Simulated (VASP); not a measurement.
# TiFe4 (Pm-3m) in VASP: settings compared

The runs below take TiFe4 through relaxation of cell and atoms, relaxation of the atoms, with PBE, RPBE.

Everything below comes from runs of VASP 6.6.1. Logs are shortened: lines on timing, memory, paths and dates and some standing lists are left out, and cuts for length are marked.

## Step 1: The crystal as given

Symmetry: Pm-3m, No. 221, cubic system. The conventional cell has a = 3.878 Å, b = 3.878 Å, c = 3.878 Å, α = 90.00°, β = 90.00°, γ = 90.00°. Ti (site symmetry m-3m) has 6 Fe at 1.94 Å as nearest neighbours. Around Fe (site symmetry 4/mmm) lie 2 Ti at 1.94 Å. Around Fe (site symmetry m-3m) lie 12 Fe at 2.74 Å.

The cell was built by a generator and needn't be a form met in nature.

## Step 2: Relaxation of cell and atoms, PBE, collinear spin, ferromagnetic start

Contents of INCAR:

```
SYSTEM = TiFe4
PREC = Accurate
ENCUT = 600
EDIFF = 1E-6
ISMEAR = 1
SIGMA = 0.2
LREAL = .False.
LASPH = .True.
NELM = 120
ALGO = Normal
ISIF = 3
LWAVE = .False.
LCHARG = .False.
ISPIN = 2
MAGMOM = 1 3 3 3 3
LORBIT = 11
LMAXMIX = 4
GGA = PE
IBRION = 2
NSW = 40
EDIFFG = -0.01
```

Contents of KPOINTS:

```
regular mesh
0
Gamma
  7 7 7
  0 0 0
```

Contents of POSCAR:

```
TiFe4
1.0
    3.8784535200      0.0000000000      0.0000000000
    0.0000000000      3.8784535200      0.0000000000
    0.0000000000      0.0000000000      3.8784535200
Ti Fe
1 4
Direct
    0.0000000000      0.0000000000      0.0000000000
    0.5000000000      0.0000000000      0.0000000000
    0.0000000000      0.5000000000      0.0000000000
    0.0000000000      0.0000000000      0.5000000000
    0.5000000000      0.5000000000      0.5000000000
```

Potentials or basis: VASP PAW PBE potentials, release 64 (Ti_sv, Fe).

The run is started by

```
$ cat potpaw_PBE.64/Ti_sv/POTCAR potpaw_PBE.64/Fe/POTCAR > POTCAR
$ mpirun -np 1 vasp_std > vasp.out
```

OUTCAR:

```text
SYSTEM = TiFe4
   PREC = Accurate
   ENCUT = 600
   EDIFF = 1E-6
   ISMEAR = 1
   LREAL = .False.
   LASPH = .True.
   NELM = 120
   ISIF = 3
   ISPIN = 2
   LORBIT = 11
   GGA = PE
   IBRION = 2
   NSW = 40
   EDIFFG = -0.01

 ion  position               nearest neighbor table
   1  0.000  0.000  0.000-   2 1.94   3 1.94   4 1.94   4 1.94   3 1.94   2 1.94
   2  0.500  0.000  0.000-   1 1.94   1 1.94   4 2.74   5 2.74   4 2.74   5 2.74   3 2.74   5 2.74
                             5 2.74   3 2.74   3 2.74   4 2.74   4 2.74   3 2.74
   3  0.000  0.500  0.000-   1 1.94   1 1.94   4 2.74   5 2.74   4 2.74   5 2.74   2 2.74   2 2.74
                             4 2.74   4 2.74   2 2.74   5 2.74   5 2.74   2 2.74
   4  0.000  0.000  0.500-   1 1.94   1 1.94   3 2.74   5 2.74   2 2.74   2 2.74   3 2.74   3 2.74
                             5 2.74   3 2.74   2 2.74   5 2.74   2 2.74   5 2.74
   5  0.500  0.500  0.500-   2 2.74   3 2.74   4 2.74   2 2.74   3 2.74   2 2.74   4 2.74   2 2.74
                             3 2.74   4 2.74   3 2.74   4 2.74

  LATTYP: Found a simple cubic cell.
 ALAT       =     3.8784535200

  Lattice vectors:

 A1 = (   3.8784535200,   0.0000000000,   0.0000000000)
 A2 = (   0.0000000000,   3.8784535200,   0.0000000000)
 A3 = (   0.0000000000,   0.0000000000,   3.8784535200)

Analysis of symmetry for initial positions (statically):
=====================================================================
 Subroutine PRICEL returns:
 Original cell was already a primitive cell.

 Routine SETGRP: Setting up the symmetry group for a
 simple cubic supercell.

 Subroutine GETGRP returns: Found 48 space group operations
 (whereof 48 operations were pure point group operations)
 out of a pool of 48 trial point group operations.

The static configuration has the point symmetry O_h .

Analysis of symmetry for dynamics (positions and initial velocities):
=====================================================================
 Subroutine PRICEL returns:
 Original cell was already a primitive cell.

 Routine SETGRP: Setting up the symmetry group for a
 simple cubic supercell.

 Subroutine GETGRP returns: Found 48 space group operations
 (whereof 48 operations were pure point group operations)
 out of a pool of 48 trial point group operations.

The dynamic configuration has the point symmetry O_h .

Analysis of structural, dynamic, and magnetic symmetry:
=====================================================================
 Subroutine PRICEL returns:
 Original cell was already a primitive cell.

 Routine SETGRP: Setting up the symmetry group for a
 simple cubic supercell.

[... 135 lines left out ...]
   LRPA    =     F    only Hartree local field effects (RPA)
 conjugate gradient relaxation of ions
 spin polarized calculation
 Methfessel and Paxton  Order N= 1 SIGMA  =   0.20
  energy-cutoff  :      600.00
  volume of cell :       58.34
 maximum number of plane-waves:      1965
 NGX is ok and might be reduce to    32
   NGX = 15   NGY = 15   NGZ = 15

--------------------------------------- Ionic step        1  -------------------------------------------

 number of electron      44.0000000 magnetization      13.0000000

 number of electron      43.9999976 magnetization       7.0174662

 Free energy of the ion-electron system (eV)
  ---------------------------------------------------
  ext. energy  EPLUGINS =         0.00000000
  ---------------------------------------------------
  free energy    TOTEN  =       -32.42377437 eV

  energy without entropy =      -32.42528319  energy(sigma->0) =      -32.42427731

------------------------ aborting loop because EDIFF is reached ----------------------------------------

  FORCE on cell =-STRESS in cart. coord.  units (eV):
  Direction    XX          YY          ZZ          XY          YZ          ZX
  --------------------------------------------------------------------------------------
  -------------------------------------------------------------------------------------
  Total       18.0905159     18.0905159     18.0905159     -0.0000000     -0.0000000     -0.0000000
  in kB      496.8047753    496.8047753    496.8047753     -0.0000000     -0.0000000     -0.0000000
  external PRESSURE =     496.8047753 kB  Pullay stress =       0.0000000 kB
[... 28 lines left out ...]
 number of electron      44.0000069 magnetization      10.2236041

 number of electron      44.0000062 magnetization       9.0162920

 E-fermi :   3.3247     XC(G=0): -10.4370

 val. band max:        3.3202105138   @ k =   0.2857   0.0000   0.0000
 cond. band min:       3.3258181687   @ k =   0.2857   0.2857   0.0000
 fundamental gap:      0.0056076548
 Fermi energy:         3.3246752600

 spin component 1

 k-point     1 :       0.0000    0.0000    0.0000
  band No.  band energies     occupation
      1     -52.7435      1.00000
      2     -29.0757      1.00000
      3     -29.0757      1.00000
      4     -29.0757      1.00000
      5      -2.7660      1.00000
      6      -0.4294      1.00000
[... 1548 lines left out ...]
--------------------------------------- Ionic step        5  -------------------------------------------

 number of electron      44.0000053 magnetization       8.2050996

 Free energy of the ion-electron system (eV)
  ---------------------------------------------------
  ext. energy  EPLUGINS =         0.00000000
  ---------------------------------------------------
  free energy    TOTEN  =       -34.66444473 eV

  energy without entropy =      -34.64609660  energy(sigma->0) =      -34.65832868

 E-fermi :   4.7098     XC(G=0): -11.4051

 val. band max:        4.7094290954   @ k =   0.2857   0.2857   0.1429
 cond. band min:       4.7215758607   @ k =   0.4286   0.4286   0.1429
 fundamental gap:      0.0121467653
 Fermi energy:         4.7097609498

 spin component 1

 k-point     1 :       0.0000    0.0000    0.0000
  band No.  band energies     occupation
      1     -51.1623      1.00000
      2     -27.5358      1.00000
      3     -27.5358      1.00000
      4     -27.5358      1.00000
      5      -2.0134      1.00000
      6       0.3975      1.00000
[... 1464 lines left out ...]
  FREE ENERGIE OF THE ION-ELECTRON SYSTEM (eV)
  ---------------------------------------------------
  free  energy   TOTEN  =       -34.6644447291 eV

  energy  without entropy=      -34.6460965965  energy(sigma->0) =      -34.65832868

 reached required accuracy - stopping structural energy minimisation

 total charge

# of ion       s       p       d       tot
------------------------------------------
    1        2.349   6.224   2.529  11.102
    2        0.423   0.325   6.423   7.171
    3        0.423   0.325   6.423   7.171
    4        0.423   0.325   6.423   7.171
    5        0.312   0.240   5.994   6.546
--------------------------------------------------
tot          3.930   7.439  27.791  39.160

 magnetization (x)

# of ion       s       p       d       tot
------------------------------------------
    1       -0.033  -0.031  -0.554  -0.618
    2       -0.014  -0.044   1.994   1.936
    3       -0.014  -0.044   1.994   1.936
    4       -0.014  -0.044   1.994   1.936
    5        0.009  -0.002   3.122   3.128
--------------------------------------------------
tot         -0.065  -0.166   8.549   8.318
```

OSZICAR:

```text
N       E                     dE             d eps       ncg     rms          rms(c)
DAV:   1     0.442196310345E+03    0.44220E+03   -0.21476E+04  2640   0.195E+03
DAV:   2     0.592405105398E+01   -0.43627E+03   -0.41647E+03  2640   0.437E+02
DAV:   3    -0.333258578652E+02   -0.39250E+02   -0.36326E+02  3509   0.156E+02
[... 85 lines left out ...]
DAV:   6    -0.346643717172E+02   -0.21364E-04   -0.33260E-04  3813   0.179E-01    0.607E-02
DAV:   7    -0.346644004978E+02   -0.28781E-04   -0.94591E-05  4288   0.512E-02    0.520E-02
DAV:   8    -0.346644293707E+02   -0.28873E-04   -0.32842E-05  3539   0.331E-02    0.304E-02
DAV:   9    -0.346644431360E+02   -0.13765E-04   -0.48969E-05  3998   0.300E-02    0.123E-02
DAV:  10    -0.346644447047E+02   -0.15686E-05   -0.61876E-06  3009   0.135E-02    0.457E-03
DAV:  11    -0.346644447291E+02   -0.24399E-07   -0.56141E-07  1618   0.526E-03
   5 F= -.34664445E+02 E0= -.34658329E+02  d E =-.324152E-03  mag=     8.2051
```

CONTCAR:

```text
TiFe4
   1.00000000000000
     4.2565578333605174    0.0000000000000000    0.0000000000000000
    -0.0000000000000000    4.2565578333605174    0.0000000000000000
    -0.0000000000000000   -0.0000000000000000    4.2565578333605174
  Ti              Fe
     1     4
Direct
     0.0000000000000000    0.0000000000000000    0.0000000000000000
     0.5000000000000000    0.0000000000000000    0.0000000000000000
     0.0000000000000000    0.5000000000000000    0.0000000000000000
     0.0000000000000000    1.0000000000000000    0.5000000000000000
     0.5000000000000000    0.5000000000000000    0.5000000000000000

  0.00000000E+00  0.00000000E+00  0.00000000E+00
  0.00000000E+00  0.00000000E+00  0.00000000E+00
  0.00000000E+00  0.00000000E+00  0.00000000E+00
  0.00000000E+00  0.00000000E+00  0.00000000E+00
  0.00000000E+00  0.00000000E+00  0.00000000E+00
```

Run time: 9.6 min. Hardware: 1 thread of AMD EPYC 7R13 (Zen 3), shared host; peak memory 0.22 GiB.

What came out:

| Item | Value |
| --- | --- |
| Free energy | -34.6644 eV |
| Relaxed volume | 15.42 Å³/atom |
| Relaxed cell | a = 4.257 Å, b = 4.257 Å, c = 4.257 Å, α = 90.00°, β = 90.00°, γ = 90.00° |
| Space group after relaxing (to 0.05 Å) | Pm-3m (No. 221) |
| Energy gained by relaxing | 448.1 meV/atom |
| Ionic steps | 5 |
| Pressure after relaxing | 0.0 GPa |
| Band gap on the k mesh | none (metal or under the smearing width) |
| Net moment | 8.21 μB per cell |
| Site moments | Ti -0.62; Fe +1.94, +3.13 μB |
| Valence electrons inside the program's atomic spheres | Ti 11.10; Fe 7.17, 6.55 |

Step by step:
```csv
step,energy change (eV),largest force (eV/Å),pressure (GPa),volume (Å³)
1,0.0000,0.0000,49.68,58.34
2,-1.4338,0.0000,-12.12,94.53
3,-2.2406,0.0000,0.14,77.05
4,-2.2403,0.0000,-0.34,77.46
5,-2.2407,0.0000,0.03,77.12
```

Final structure:
```
Ti Fe
1.0
     4.25656    0.00000    0.00000
     0.00000    4.25656    0.00000
     0.00000    0.00000    4.25656
Ti Fe
1 4
Direct
  0.00000 0.00000 0.00000
  0.50000 0.00000 0.00000
  0.00000 0.50000 0.00000
  0.00000 0.00000 0.50000
  0.50000 0.50000 0.50000
```

Levels at points of the mesh, in eV from the Fermi level:
Spin up:
```csv
k point,band 23,band 24,band 25,band 26,band 27,band 28,band 29,band 30
"(0.00, 0.00, 0.00)",-1.10,-1.10,-1.06,1.28,1.28,1.28,2.20,2.20
```
Spin down:
| k point | band 14 | band 15 | band 16 | band 17 | band 18 | band 19 | band 20 | band 21 | band 22 | band 23 |
| --- | --- | --- | --- | --- | --- | --- | --- | --- | --- | --- |
| (0.00, 0.00, 0.00) | -0.42 | -0.42 | -0.42 | 0.92 | 0.92 | 0.92 | 1.06 | 1.06 | 1.27 | 1.27 |

Caveat: the volume moved by over 15 % at a fixed basis, so the end points are rough.

## Step 3: Relaxation of the atoms, RPBE, collinear spin, ferromagnetic start

Contents of INCAR:

```
PREC = Accurate
ENCUT = 520
EDIFF = 1E-6
ISMEAR = 1
SIGMA = 0.2
LREAL = F
LASPH = T
NELM = 120
ALGO = Normal
ISIF = 2
LWAVE = F
LCHARG = F
ISPIN = 2
MAGMOM = 1 3 3 3 3
LORBIT = 11
LMAXMIX = 4
GGA = RP
IBRION = 2
NSW = 60
EDIFFG = -0.005
```

Contents of KPOINTS:

```
Automatic mesh
0
Gamma
  7 7 7
```

POSCAR is that of step 2.

Potentials or basis: VASP PAW PBE potentials, release 64 (Ti_sv, Fe).

The run is started by

```
$ cat potpaw_PBE.64/Ti_sv/POTCAR potpaw_PBE.64/Fe/POTCAR > POTCAR
$ mpirun -np 1 vasp_std > vasp.out
```

It took 2.6 min on 1 thread of AMD EPYC 7R13 (Zen 3), shared host; peak memory 0.19 GiB.

The run converged. Its results:

- Free energy: -29.7133 eV
- Pressure after relaxing: 55.1 GPa
- Band gap on the k mesh: none (metal or under the smearing width)
- Net moment: 7.07 μB per cell
- Site moments: Ti -0.35; Fe +1.51, +2.88 μB
- Valence electrons inside the program's atomic spheres: Ti 11.85; Fe 7.69, 6.83

Final structure:
```xyz
5
Lattice="3.8785 0.0000 0.0000 0.0000 3.8785 0.0000 0.0000 0.0000 3.8785" Properties=species:S:1:pos:R:3 pbc="T T T"
Ti    0.0000    0.0000    0.0000
Fe    1.9392    0.0000    0.0000
Fe    0.0000    1.9392    0.0000
Fe    0.0000    0.0000    1.9392
Fe    1.9392    1.9392    1.9392
```

Levels at points of the mesh, in eV from the Fermi level:
Spin up:
| k point | band 23 | band 24 | band 25 | band 26 | band 27 | band 28 |
| --- | --- | --- | --- | --- | --- | --- |
| (0.00, 0.00, 0.00) | -0.49 | -0.49 | -0.39 | 1.86 | 1.86 | 1.86 |
Spin down:
```csv
k point,band 14,band 15,band 16,band 17,band 18,band 19,band 20,band 21,band 22,band 23
"(0.00, 0.00, 0.00)",-0.82,-0.82,-0.82,0.99,0.99,0.99,1.43,1.43,1.72,1.72
```

Caveat: the relaxation stopped at its first step, so nothing moved; a pressure of tens of GPa on the cell as given is suspect, and the run, the potentials or the cell itself is likely at fault; the PAW data sets were made with another functional, which shifts forces and pressure a little.
